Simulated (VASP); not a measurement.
The system is NiS.

```
Ni S
1.0
     3.42500    0.00000    0.00000
    -1.71250    2.96614    0.00000
     0.00000    0.00000    5.34000
Ni S
2 2
Direct
  0.00000 0.00000 0.00000
  0.00000 0.00000 0.50000
  0.33333 0.66667 0.25000
  0.66667 0.33333 0.75000
```

Base run:

* Program: VASP 6.6.1
* Functional: LDA
* Potentials or basis: VASP PAW LDA potentials, release 64 (Ni, S)
* Cutoff: 520 eV
* k mesh: 6 × 6 × 4
* Occupations: gaussian, width 0.05 eV
* Spin: no spin polarisation
* Hubbard terms: Ni d U = 4.0 eV

Its results: band gap on the k mesh none (metal or under the smearing width); pressure -16.3 GPa.

Task: The run is repeated on the same cell with these changes: spin from no spin polarisation to collinear spin, typed start; further incar settings from ALGO = Normal; EDIFF = 1e-06; NBANDS = 24 to ALGO = Normal; EDIFF = 1e-06; NBANDS = 28. What comes out?

Result: Band gap on the k mesh none (metal or under the smearing width); pressure -12.2 GPa; net moment 1.93 μB per cell; site moments Ni +0.80; S +0.11 μB.

Caveats: U without spin polarisation on a metal has little footing (some runs).
